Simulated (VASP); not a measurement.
An input for Ansatz (written as the equivalent of a VASP run, and not itself run):

Ansatz 0.2 input:
```yaml
crystal:
  lattice:
    - [4.4984906, 0.0000000, 0.0000000]
    - [0.0000000, 4.4984906, 0.0000000]
    - [0.0000000, 0.0000000, 2.9170296]
  atoms:
    - { symbol: Ti, position: [0.0000000, 0.0000000, 0.0000000] }
    - { symbol: Ti, position: [0.5000000, 0.5000000, 0.5000000] }
    - { symbol: O, position: [0.3024442, 0.3024442, 0.0000000] }
    - { symbol: O, position: [0.8024442, 0.1975558, 0.5000000] }
    - { symbol: O, position: [0.1975558, 0.8024442, 0.5000000] }
    - { symbol: O, position: [0.6975558, 0.6975558, 0.0000000] }
kpoints:
  mp_grid: { grid: [5, 5, 8] }
hamiltonian:
  xc: pbe
  pseudopotentials: { kind: paw }
scf:
  occupations: { method: gaussian, width: 0.05 }
  max_iter: 100
relax:
  max_steps: 40
  f_tol: 0.02
  cell: { p_target: 30 }
output: { forces: true, stress: true, eigenvalues: true }
```

**Question.** Write the VASP files for the same calculation (PBE).

**Answer.** One answer among several that fit: 
**INCAR**
```
ALGO=Normal
EDIFF=1E-6
EDIFFG=-0.02
ENCUT=620
GGA=PE
IBRION=2
ISIF=3
ISMEAR=0
LASPH=T
LCHARG=F
LMAXMIX=4
LREAL=F
LWAVE=F
NELM=100
NSW=40
PREC=Accurate
PSTRESS=300
SIGMA=0.05
SYSTEM=TiO2
```

POSCAR:
```
TiO2
1.0
  4.4984905936   0.0000000000   0.0000000000
  0.0000000000   4.4984905936   0.0000000000
  0.0000000000   0.0000000000   2.9170296349
Ti O
2 4
Cart
  0.0000000000   0.0000000000   0.0000000000
  2.2492452968   2.2492452968   1.4585148175
  1.3605425287   1.3605425287   0.0000000000
  3.6097878255   0.8887027681   1.4585148175
  0.8887027681   3.6097878255   1.4585148175
  3.1379480649   3.1379480649   0.0000000000
```

### KPOINTS
```
Automatic mesh
0
Gamma
5 5 8
0 0 0
```

POTCAR, in this order: Ti_sv O (PBE.64 set). Program: vasp_std.

The two are equivalent in intent, not identical: each code has its own PAW files, so the cut-off isn't converted (ENCUT is set for VASP's; basis.ecutwfc is left out, and Ansatz then takes the one that its files recommend); Ansatz stops its SCF on the density residual and VASP on the energy change (EDIFF).

The compound is TiO2 in the rutile structure. This run relaxes it under an external pressure of 30 GPa. Symmetry was kept, so distortions that lower it aren't found.
